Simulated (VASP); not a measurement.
## Mg3CdSe2O2: single point with HSE06

Mg3CdSe2O2:

```xyz
8
Lattice="3.8889 0.0000 0.0000 0.0000 3.8889 0.0000 0.0000 0.0000 9.8100" Properties=species:S:1:pos:R:3 pbc="T T T"
Mg    0.0000    0.0000    4.9050
Mg    1.9444    1.9444    3.4141
Mg    1.9444    1.9444    6.3959
Cd    0.0000    0.0000    0.0000
Se    1.9444    0.0000    1.7722
Se    0.0000    1.9444    8.0377
O     1.9444    0.0000    5.5118
O     0.0000    1.9444    4.2981
```

The cell was built by a generator and needn't be a form met in nature.

| Item | Value |
| --- | --- |
| Program | VASP 6.6.1 |
| Task | single point |
| Functional | HSE06 |
| Potentials or basis | VASP PAW PBE potentials, release 64 (Mg, Cd, Se, O) |
| Cutoff | 520 eV |
| k mesh | 6 × 6 × 2 |
| Occupations | gaussian, width 0.02 eV |
| Spin | no spin polarisation |

```json
{"Pressure": "-2.2 GPa", "Largest force": "0.040 eV/Å", "Band gap on the k mesh": "2.08 eV, indirect (least direct gap 2.17 eV)"}
```

Forces in eV/Å, atoms in the order of the input:
```
Mg   0.000  0.000  0.000
Mg   0.000  0.000  0.007
Mg   0.000  0.000 -0.007
Cd   0.000  0.000  0.000
Se   0.000  0.000 -0.020
Se   0.000  0.000  0.020
O    0.000  0.000 -0.040
O    0.000  0.000  0.040
```

Stress tensor (GPa, compression positive):
```
-2.34  0.00  0.00
 0.00 -2.34  0.00
 0.00  0.00 -1.97
```

Levels at points of the mesh, in eV from the valence-band top:
```tsv
k point	band 17	band 18	band 19	band 20	band 21	band 22	band 23	band 24	band 25	band 26
(0.00, 0.00, 0.00)	-1.24	-0.91	-0.91	-0.09	-0.09	2.08	5.04	5.35	6.17	6.67
(0.50, 0.00, 0.00)	-2.56	-1.98	-1.93	-0.38	-0.01	3.94	4.83	6.01	6.04	7.23
(0.50, 0.50, 0.00)	-2.75	-2.33	-2.24	-1.93	-1.93	4.32	4.32	4.46	6.60	6.67
(0.00, 0.00, 0.50)	-2.31	-0.91	-0.91	-0.08	-0.08	3.52	3.71	5.38	6.03	6.48
(0.50, 0.00, 0.50)	-2.69	-1.75	-1.74	-0.38	-0.01	3.69	4.60	6.30	6.48	7.34
(0.50, 0.50, 0.50)	-2.62	-2.50	-2.33	-2.01	-2.01	4.24	4.88	4.88	6.25	6.25
```

It took 29 min on 4 MPI ranks on Intel(R) Xeon(R) Platinum 8488C (Sapphire Rapids), on a shared host, peak memory 0.46 GiB a rank.

Caveat: the PAW data sets were made with another functional, which shifts forces and pressure a little. A k mesh can miss the band edges.
